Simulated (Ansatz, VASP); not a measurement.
# AlN: VASP beside Ansatz, part 2 of 2

Wanted: the spread between two codes on one cell, functional and k mesh. The cell is taken from a series of runs on this material, whose earlier steps may have relaxed, scaled, displaced or heated it; both programs get it as it stands.

VASP 6.6.1 and Ansatz 0.2.0.

So far: Starting point; VASP: G0W0 gap, PBE0.

## 3. Ansatz: G0W0 gap, PBE0

Level of this step: Ansatz beside VASP: Kohn-Sham DFT, plane waves, PBE0 (Ansatz).

Ansatz runs on its PAW soft_1 files.

The same cell, functional and mesh now go to Ansatz, which takes its cutoff from its data sets.

Contents of input.yaml:

```yaml
crystal:
  lattice:
    - [0.0, 2.1839935596, 2.1839935596]
    - [2.1839935596, 0.0, 2.1839935596]
    - [2.1839935596, 2.1839935596, 0.0]
  atoms:
    - { symbol: Al, position: [0.0, 0.0, 0.0] }
    - { symbol: "N", position: [0.75, 0.75, 0.75] }
kpoints:
  mp_grid: { grid: [6, 6, 6] }
hamiltonian:
  xc: pbe0
  pseudopotentials: { kind: paw, azcp: { folder: soft_1 } }
scf:
  occupations: { method: fixed }
gw:
  n_empty_bands: 62
  ecut_chi: 120
  qp_bands: [v2, c2]
  qp_kpoints: band_edges
  screening: { model: contour_deformation }
```

Launch:

```sh
ansatz run input.yaml --threads 3 --pin off --max-ram 92160MiB --backend cuda --events-out ev --progress --plain --runs-dir out --devices 1 --max-vram 13GiB
```

Numbers of over 12 decimals in the logs are rounded to 6 here.

The log of the run:

```text
GPUs: using 1 of 1 available (devices: 1).
Engine: ansatz 0.2.0, x86_64-unknown-linux-gnu
Pseudopotentials: kind: paw
Pseudopotential: Al, paw, valence charge 3, recommended cutoff 420 eV (normal), soft_1/Al.paw.azcp
Pseudopotential: N, paw, valence charge 5, recommended cutoff 420 eV (normal), soft_1/N.paw.azcp
Functional definition: PBE0
  parameter a = 0.25
  parameter kappa = 0.804
  parameter beta = 0.066725
  exchange = (1 - a)*pbe_x(kappa = kappa, mu = beta*pi^2/3) + a*exact_x
  correlation = pbe_c(beta = beta)
davidson cushion auto → on  (no smearing: the cushion is to keep the highest requested band from converging to the state above it; pin scf.eigensolver.cushion to override)
device memory: the entry about to start is reckoned to put 0.4 GiB on a device that reports 54.9 GiB free (of which the cap on the GPU budget leaves the run 13.0 GiB)
GPU FFT provider: cuFFT
GPU libraries: cuBLAS 13.8.2, cuFFT 12.4.0, cuSOLVER 12.3.4
Crystal: 2 atoms, lattice volume = 20.835 Å³
Basis set: ecut = 420 eV, 411 PW (Γ)
Bands: 8, of which v1, the nominal top of the filled ones, is band 4 counted from 1 (3 counted from 0)
Symmetry: 24 space group operations
Space group: F-43m (ITA 216), of the structure as read, at distance tolerance 2.8e-5 Å
k-points: 16 of 216 (time reversal used)
Non-local potential: Al, projectors of the file, l = 0: 2, l = 1: 2, l = 2: 1
Non-local potential: N, projectors of the file, l = 0: 2, l = 1: 2, l = 2: 1
PAW form: soft (Blöchl's): semilocal exchange-correlation on the pseudo side does not see the compensation charge
PAW frozen core: Al, regenerated for the run's functional, and the local potential with it (the file was generated under x = pbe(κ = 0.804, μ = 0.219515), c = pbe(β = 0.066725))
PAW frozen core: N, regenerated for the run's functional, and the local potential with it (the file was generated under x = pbe(κ = 0.804, μ = 0.219515), c = pbe(β = 0.066725))
PAW one-centre angular grid: Al, 110 points (default); XC on 64 Gauss nodes
PAW one-centre angular grid: N, 110 points (default); XC on 64 Gauss nodes
Initial density: superposition of atomic densities (chi_scale 0.1, normalization cell, long waves kept (reshape's long-wave potential 0.00 eV rms))
Initial wavefunctions: pseudopotential atomic-orbital guess
GPU buffer pool allocated for 13824 grid points (all kernels)
GPU transforms: local potential and band sums: pruned to the plane-wave sphere, on 24×24×24
Functional: x = pbe(κ = 0.804, μ = 0.219515), c = pbe(β = 0.066725), warm-up for x = 0.75 pbe(κ = 0.804, μ = 0.219515) + 0.25 exact, c = pbe(β = 0.066725)
SCF iter   1: F=—  HF=-925.658083 eV  |F-HF|=—  |Δ(HF+E_count)|=         —  Δρ=1.40e-1  dr2=4.95e0  ethr=1.00e-1  ⟨swp⟩=4.4  Hψ=502  notcnv=0
preconditioner: auto → none  [insulator: Δε(μ)=5.462 eV  Ē_g=16.583 eV  n_scr=0 (ndim 8)  ℏωp=23.0 eV  f_vac=0.000]
SCF iter   2: F=—  HF=-924.413590 eV  |F-HF|=—  |Δ(HF+E_count)|=    1.24e0  Δρ=7.69e-2  dr2=7.33e-1  ethr=6.19e-2  ⟨swp⟩=3.0  Hψ=356  notcnv=0
iter 3 solved again at ethr=7.27e-4 eV; its pass at ethr=9.17e-3 eV (dr2=5.81e-2 eV) is discarded
SCF iter   3: F=—  HF=-924.209244 eV  |F-HF|=—  |Δ(HF+E_count)|=   2.04e-1  Δρ=2.40e-2  dr2=5.82e-2  ethr=7.27e-4  ⟨swp⟩=2.1  Hψ=649  notcnv=0
SCF iter   4: F=-924.202084 eV  HF=-924.202671 eV  |F-HF|=5.87e-4  |Δ(HF+E_count)|=   6.57e-3  Δρ=2.77e-3  dr2=7.64e-4  ethr=7.27e-4  ⟨swp⟩=2.0  Hψ=320  notcnv=0
SCF 1 stopped early in 4 iterations: F = -924.202084 eV  dr2 = 7.64e-4
  greatest PAW one-centre occupation: 0.790 electrons in one spin orbital (limit 2), on the N atom at site 1 (counted from 0), in its partial waves of l = 0
device memory: the entry about to start is reckoned to put 1.1 GiB on a device that reports 55.0 GiB free (of which the cap on the GPU budget leaves the run 13.0 GiB)
GPU FFT provider: cuFFT
GPU libraries: cuBLAS 13.8.2, cuFFT 12.4.0, cuSOLVER 12.3.4
Initial density: handed on by an earlier stage of this run
Initial wavefunctions: those handed on with the density
GPU buffer pool allocated for 13824 grid points (all kernels)
GPU transforms: local potential and band sums: pruned to the plane-wave sphere, on 24×24×24
Functional: x = 0.75 pbe(κ = 0.804, μ = 0.219515) + 0.25 exact, c = pbe(β = 0.066725)
Exchange kernel: α = 0.2500, full range, Wigner–Seitz truncation, v(0) = 9449.3951 eV·Å³, q-mesh 6×6×6, nearest image of the exchange supercell L = 18.53 Å, pair-density grid 15×15×15, without the augmentation charges, whose exchange is taken in its separable form by FFT convolution over the k-point mesh (sized by the pseudopotential files, 18×18×18 at the most), smooth part of the exact exchange by density-matrix convolution in up to 980.0 MiB of GPU memory as planned if the GPU has room (build and FFT work areas not counted)
Frozen-core exchange: fock
[...]
SCF iter   4: F=—  HF=-924.901400 eV  |F-HF|=—  |Δ(HF+E_count)|=   3.03e-5  Δρ=6.32e-5  dr2=8.64e-6  ethr=1.35e-6  ⟨swp⟩=2.0  Hψ=320  notcnv=0
SCF iter   5: F=-924.901457 eV  HF=-924.901457 eV  |F-HF|=2.61e-7  |Δ(HF+E_count)|=   5.77e-5  Δρ=9.47e-5  dr2=1.34e-6  ethr=1.09e-8  ⟨swp⟩=4.0  Hψ=531  notcnv=0
SCF 2 stopped early in 5 iterations: F = -924.901457 eV  dr2 = 1.34e-6
hybrid outer 1: dexx = +3.938e-3 eV, tail = 7.03e-6 eV
GPU FFT provider: cuFFT
[...]
NSCF: frozen V_eff on 1 k-points
device memory: the entry about to start is reckoned to put 0.3 GiB on a device that reports 48.1 GiB free (of which the cap on the GPU budget leaves the run 13.0 GiB)
NSCF: frozen V_eff on 1 k-points
hybrid SCF converged: 2 outer / 7 inner (+4 warm-up), last move |dexx| = 3.79e-8 eV, tail = 2.35e-8 eV
Stability not checked: this state was not tested for a lower state beside it, because the functional holds exact exchange (a hybrid, or Hartree-Fock), whose exchange loop this test does not read (fock_operator; see scf.lower_state_search)
Free energy (F): -924.901451 eV
Frozen-core exchange: fock
Harris-Foulkes:  -924.901451 eV  (|F-HF|=5.49e-9)
Internal energy: -924.901451 eV  (E = F + TS)
E sigma→0 (E₀):  -924.901451 eV
Fermi energy:    5.646226 eV
--- Per-component energies (eV) ---
  E_band       = 0.801676
  E_kinetic    = 157.239658
  E_local      = -209.001024  (includes V_loc(G=0)·N_el)
  E_nonlocal   = 43.662768
  E_hartree    = 77.478161
  E_xc         = -76.856766
  E_vxc        = -83.117180  (∫ρ·V_xc dr)
  E_exx        = -21.236196  (= α·E_x^exact, valence–valence)
  E_paw        = -599.519810  (= ΣΔE_a)
  E_vpaw       = -20.466771  (= ΣTr[D̂ρ^β])
  E_aug_tail   = 0.000830  (compensation charges beyond the density's cutoff)
  E_ewald      = -296.603555
  E_core_change = -0.065517  (= ΣΔE_core)
  E_smearing   = -0.000000  (= −TS)
  E_closure    = -0.000000  (closes the sum)
  Σ components = -924.901451   (vs F -924.901451, Δ=0.00e0)
--- Band table (eV; the first three rows and the last of 16) ---
  k-point 0: bands = ["-10.8192", "5.6462", "5.6462", "5.6462", "11.9356", "20.7212"]
  k-point 1: bands = ["-10.3956", "3.6709", "5.5003", "5.5003", "13.4445", "19.8010"]
  k-point 2: bands = ["-9.3490", "0.7134", "5.2365", "5.2365", "14.9390", "18.5767"]
  k-point 15: bands = ["-7.9314", "0.9609", "2.6255", "2.9760", "12.9755", "18.3288"]
  guard bands above this table: 2 of the run's 8 bands. The solve was not asked for them (output.publish_guard_bands: true or output.eigenvalues: true publishes all)
--- G₀W₀: contour deformation, 6 samples at zero and on the imaginary axis and 3 off it, 216 q-points, 62 empty bands' worth ---
  eigenvalues of the whole cell's RPA ε∞ on this k-mesh (on a slab, of 1 + 4πα/V) = 3.4929, 3.4929, 3.4929; static W/v taken at q = 0 is 0.286292
  bands read: the sum over 66 bands ends inside a degenerate multiplet in 4 slots, whose members it reads at an even weight; the widest, k=0: bands 65 to 67 (counted from 1) at 2/3 each
  gw.qp_kpoints: band_edges: 9 of 16 stored k-points solved, in 1 pass; an edge of the gap read off the rows below is read off those points alone
    valence top: of the k-points left out ik 4 came nearest to being solved in a further pass, in band 3 (counted from 1, as in the quasiparticle table): it holds the edge there only if its correction is more favourable than any solved in that band by at least 0.567 eV; those differ by 0.166 eV
    conduction bottom: of the k-points left out ik 15 came nearest to being solved in a further pass, in band 5 (counted from 1, as in the quasiparticle table): it holds the edge there only if its correction is more favourable than any solved in that band by at least 2.040 eV; those differ by 0.287 eV
    ik  band        ε_KS         Σx   Σc(E_QP)       V_xc       Z   E_QP_lin       E_QP  E_QP is
     0     3      5.6462   -21.7433     2.8308   -18.9394  0.8168     5.6732     5.6732  root
     0     4      5.6462   -21.7433     2.8308   -18.9394  0.8168     5.6732     5.6732  root
     0     5     11.9356    -9.4090    -3.6596   -13.4388  0.8458    12.3064    12.3058  root
     0     6     20.7212    -6.4307    -4.6719   -11.5038  0.8393    21.1236    21.1225  root
     1     3      5.5003   -21.7374     2.8563   -18.8992  0.8163     5.5184     5.5184  root
     1     4      5.5003   -21.7374     2.8563   -18.8992  0.8163     5.5184     5.5184  root
     1     5     13.4445    -9.6329    -3.8047   -13.8443  0.8390    13.8520    13.8511  root
     1     6     19.8010    -6.7583    -4.6642   -11.8117  0.8337    20.1916    20.1903  root
     2     3      5.2365   -21.7477     2.9062   -18.8436  0.8153     5.2386     5.2386  root
     2     4      5.2365   -21.7477     2.9062   -18.8436  0.8153     5.2386     5.2386  root
     2     5     14.9390    -8.3577    -4.1115   -12.8457  0.8415    15.3164    15.3156  root
     2     6     18.5767    -7.1591    -4.8164   -12.3289  0.8150    18.9313    18.9300  root
     3     3      5.1172   -21.7594     2.9292   -18.8249  0.8148     5.1118     5.1118  root
     3     4      5.1172   -21.7594     2.9292   -18.8249  0.8148     5.1118     5.1118  root
     3     5     15.2996    -7.6979    -4.1097   -12.1590  0.8500    15.6517    15.6510  root
     3     6     18.0557    -7.0929    -4.9443   -12.3540  0.8046    18.3735    18.3724  root
     7     3      3.6708   -20.9919     3.0812   -17.8183  0.8100     3.5783     3.5784  root
     7     4      5.0846   -21.7140     2.9232   -18.7826  0.8149     5.0763     5.0763  root
     7     5     15.9760    -7.1054    -4.3663   -11.7856  0.8300    16.2906    16.2899  root
     7     6     16.8247    -6.9959    -4.3116   -11.6354  0.8443    17.1533    17.1526  root
     8     3      4.3361   -21.1755     2.9920   -18.1200  0.8129     4.2726     4.2727  root
     8     4      5.4995   -21.8374     2.8654   -18.9943  0.8161     5.5218     5.5218  root
     8     5     14.9147    -9.2338    -4.0988   -13.7541  0.8313    15.3373    15.3362  root
     8     6     18.9116    -5.9960    -4.6544   -10.9301  0.8331    19.1921    19.1914  root
[...]
10     3      2.9165   -20.5384     3.1497   -17.2491  0.8072     2.7769     2.7771  root
    10     4      4.0123   -21.3073     3.0690   -18.1507  0.8113     3.9248     3.9248  root
    10     5     12.3853    -6.1254    -3.7522   -10.0615  0.8533    12.5695    12.5693  root
    10     6     17.6008    -6.4646    -4.2378   -11.0432  0.8503    17.9423    17.9416  root
    12     3      3.7101   -21.2350     3.1153   -18.0122  0.8100     3.6026     3.6027  root
    12     4      3.7101   -21.2350     3.1153   -18.0122  0.8100     3.6026     3.6027  root
    12     5     10.9353    -5.6395    -3.6084    -9.3827  0.8597    11.0702    11.0701  root
    12     6     16.4942    -5.9374    -4.0844   -10.3049  0.8603    16.7776    16.7771  root
```

## 4. Comparison

Known differences besides the potentials themselves: exact exchange at q = 0 is treated differently, which shows on coarse meshes; VASP keeps PBE cores, Ansatz makes them for the functional; fixed occupations in Ansatz, narrow Gaussian smearing in VASP; the cutoff is 420 eV in Ansatz and 450 eV in VASP; Ansatz integrates over frequency by contour deformation, VASP on a grid of NOMEGA points; Ansatz's G0W0 levels solve the quasiparticle equation, VASP's are linearised. Total energies have different zeros and are not compared.

The two programs side by side:

```
                   quantity  Ansatz  VASP  difference
  G0W0 gap on the mesh (eV)    5.40  5.37       +0.02
Kohn-Sham gap under it (eV)    5.29  5.30       -0.01
```

## 5. Results

* difference in G0W0 gap on the mesh (G0W0 gap, PBE0): 0.024 eV

The difference in G0W0 gap on the mesh is 0.024 eV (G0W0 gap, PBE0). How closely two codes agree says nothing of how well the functional describes the real material.

[Lines on the potential files, build, host, timing and source positions are cut from VASP's logs without a mark.]

[Logs are printed without paths, hosts, clocks, repeated set-up lines and the standing remarks that a program may print on its own settings, such as how far it seeks lower states.]

[Hosts, paths, dates, database ids (printed as entryN), source tags and the programs' standing remarks are cut or masked in the printed files.]
